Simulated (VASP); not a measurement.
Data:

```xyz
2
Lattice="1.3550 -2.3469 0.0000 1.3550 2.3469 0.0000 0.0000 0.0000 4.2800" Properties=species:S:1:pos:R:3 pbc="T T T"
Ru     1.3550     0.7823     1.0700
Ru     1.3550    -0.7823     3.2100
```

These are PBE GGA, VASP's PBE PAW potentials (set 64) (plane waves; VASP) values and carry that method's errors. Numerical set-up: 300 eV cut-off, 14×14×8 Γ-centred mesh, Fermi-Dirac smearing of 0.050 eV, potentials Ru_pv.

### Question
Give the energies of bands 7 to 17 at the high-symmetry points, in eV from the Fermi level.

### Answer

```
band      Γ      M      K      A      L      H
----  -----  -----  -----  -----  -----  -----
7     -7.99  -6.12  -5.57  -6.05  -6.03  -4.68
8     -6.18  -5.48  -4.30  -6.05  -6.03  -4.68
9     -2.58  -5.35  -4.30  -2.75  -4.50  -4.09
10    -2.58  -3.01  -3.76  -2.75  -4.50  -4.09
11    -2.39  -2.05  -2.82  -2.75  -1.06  -2.70
12    -1.90  -1.79  -2.82  -2.75  -1.06  -2.70
13    -1.90  -1.50  -1.05  -2.69   0.45  -1.17
14    -1.40   1.42   1.02  -2.69   0.45  -1.17
15    -1.40   1.83   1.02   0.55   1.67   1.22
16     1.18   1.92   1.46   0.55   1.67   1.22
17     1.18   4.05   7.00   0.55   3.38   8.41
```

It has no gap at this level: it comes out as a metal or semimetal.

The structure is a typed Ru crystal (P6_3/mmc). The cell was not relaxed at this level.
